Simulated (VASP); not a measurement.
Consider the following.

```xyz
2
Lattice="0.0000 2.8740 2.8740 2.8740 0.0000 2.8740 2.8740 2.8740 0.0000" Properties=species:S:1:pos:R:3 pbc="T T T"
Ga     0.0000     0.0000     0.0000
As     1.4370     1.4370     1.4370
```

Calculation: PBE GGA, VASP's PBE PAW potentials (set 64) (plane waves; VASP). Settings: 520 eV cut-off, 7×7×7 Γ-centred mesh, Gaussian smearing of 0.050 eV, potentials Ga_d As.

Question: Estimate the energy per atom (σ→0), band gap (on the k-mesh) with the smallest direct gap where there is one.

Answer: 
```json
{
 "band gap (on the k-mesh)": "0.15 eV",
 "smallest direct gap (on the k-mesh)": "0.15 eV",
 "energy per atom (σ→0)": "-398.7 kJ/mol-atom"
}
```

Only differences to runs with the same potentials and settings are physical.

The compound is GaAs in the zinc blende structure. It was relaxed first, which changed the volume by +5 %.
